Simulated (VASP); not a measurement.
Given:

```yaml
crystal:
  lattice:
    - [4.13255, 0.00000, 0.00000]
    - [-2.06627, 3.57889, 0.00000]
    - [0.00000, 0.00000, 5.18049]
  atoms:
    - { symbol: Sn, position: [0.33333, 0.66667, 0.25000] }
    - { symbol: Sn, position: [0.66667, 0.33333, 0.75000] }
    - { symbol: O, position: [0.33333, 0.66667, 0.75000] }
    - { symbol: O, position: [0.66667, 0.33333, 0.25000] }
```

These are r2SCAN meta-GGA, VASP's PBE PAW potentials (set 64) (plane waves; VASP) values and carry that method's errors. Run with 520 eV cut-off, 7×7×5 Γ-centred mesh, tetrahedra with Blöchl corrections, potentials Sn_d O.

Unless said otherwise, spin-orbit coupling is left out, though it shifts the bands of the heavy elements here.

Give the energies of bands 13 to 23 at the high-symmetry points, in eV from the valence-band maximum.

```csv
band,Γ,M,K,A,L,H
13,-6.84,-8.18,-7.96,-7.52,-8.64,-8.63
14,-6.76,-7.89,-7.96,-7.52,-8.64,-8.63
15,-4.99,-5.79,-6.71,-4.53,-5.14,-5.87
16,-4.99,-5.71,-5.21,-4.53,-5.14,-5.87
17,-4.63,-4.76,-5.21,-4.53,-4.16,-3.77
18,-4.13,-4.48,-4.92,-4.53,-4.16,-3.77
19,-4.13,-1.95,-0.98,-2.27,-1.10,0.00
20,-3.88,-1.84,-0.98,-2.27,-1.10,0.00
21,3.27,1.01,1.96,2.78,0.88,0.58
22,3.30,3.46,3.20,2.78,0.88,0.58
23,3.30,3.59,3.20,3.38,3.41,2.43
```

The gap is direct, 0.58 eV, from the valence maximum at H to the conduction minimum at H.

The structure was generated: SnO was put into the h-BN type (P6_3/mmc), which need not be its known phase. It was relaxed first, which changed the volume by -24 %.
